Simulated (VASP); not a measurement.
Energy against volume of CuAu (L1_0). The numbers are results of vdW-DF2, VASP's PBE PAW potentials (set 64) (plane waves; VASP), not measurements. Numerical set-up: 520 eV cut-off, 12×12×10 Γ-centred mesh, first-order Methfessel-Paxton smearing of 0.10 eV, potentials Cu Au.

Shape and ions are relaxed at each volume.

```json
[
 {"V (Å³/atom)": "15.853", "E (eV/atom)": "-0.26625"},
 {"V (Å³/atom)": "16.359", "E (eV/atom)": "-0.28160"},
 {"V (Å³/atom)": "16.865", "E (eV/atom)": "-0.28586"},
 {"V (Å³/atom)": "17.371", "E (eV/atom)": "-0.28124"}
]
```

### Question
Fit these four points and predict the energy of the run at 17.877 Å³/atom.

### Answer
A cubic in V^(−2/3), the third-order Birch-Murnaghan form, passes through the four points with V0 = 16.84 Å³/atom and B0 = 94 GPa, and gives -0.2695 eV/atom there. The run gave -0.2695 eV/atom, +0.1 meV/atom from the fit; all five points give B0 = 95 GPa.

The compound is CuAu in the L1_0 structure. It was relaxed first, which changed the volume by +17 %.
